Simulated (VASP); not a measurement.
These are PBEsol GGA, VASP's PBE PAW potentials (set 64) (plane waves; VASP) values and carry that method's errors.

Input for VASP

**POSCAR**
```
Os
1.0
  1.3773142828  -2.3719230781   0.0000000000
  1.3536633265   2.3582681901   0.0000000000
  0.0000000000   0.0000000000   4.3062269485
Os
2
Cart
  1.3615469707   0.7815393441   1.0765567371
  1.3694306386  -0.7951942321   3.2296702114
```

### INCAR
```
! general
SYSTEM   =  Os
PREC     =  Accurate
ENCUT    =  480
LREAL    =  .False.
LASPH    =  .True.

! electronic loop
EDIFF    =  1E-7
NELM     =  100
ALGO     =  Normal
LMAXMIX  =  6

! smearing
ISMEAR   =  1
SIGMA    =  0.1

! functional
GGA      =  PS

! ions
IBRION   =  2
NSW      =  30
ISIF     =  2
EDIFFG   =  -0.01

! output
LWAVE    =  .False.
LCHARG   =  .False.
```

KPOINTS:
```
Regular mesh
0
gamma
  14 14 8
0 0 0
```

POTCAR, in this order: Os (PBE.64 set). Program: vasp_std.

Unless said otherwise, spin-orbit coupling is left out, though it shifts the bands of the heavy elements here.

Task: Estimate the energy per atom (σ→0), band gap (on the k-mesh).

Result: 
```json
{
  "energy per atom (σ→0)": "-12.238 eV/atom",
  "band gap (on the k-mesh)": "none (metal, semimetal or under 0.01 eV)"
}
```

### OSZICAR
```
...
DAV:   5    -0.244772356285E+02    0.44484E-07   -0.16063E-07  7180   0.307E-03
   2 F= -.24477236E+02 E0= -.24476933E+02  d E =-.157945E-03
       N       E                     dE             d eps       ncg     rms          rms(c)
DAV:   1    -0.244772430238E+02   -0.73509E-05   -0.31448E-03 12008   0.400E-01    0.660E-03
DAV:   2    -0.244772433853E+02   -0.36146E-06   -0.15084E-05 15112   0.518E-02    0.434E-03
DAV:   3    -0.244772427591E+02    0.62618E-06   -0.25706E-06 12292   0.123E-02    0.103E-03
DAV:   4    -0.244772427047E+02    0.54365E-07   -0.11636E-07  7216   0.301E-03
   3 F= -.24477243E+02 E0= -.24476949E+02  d E =-.165021E-03
```

The compound is Os in the hcp structure. This cell was strained or had an atom moved on purpose. Symmetry was kept, so distortions that lower it aren't found.
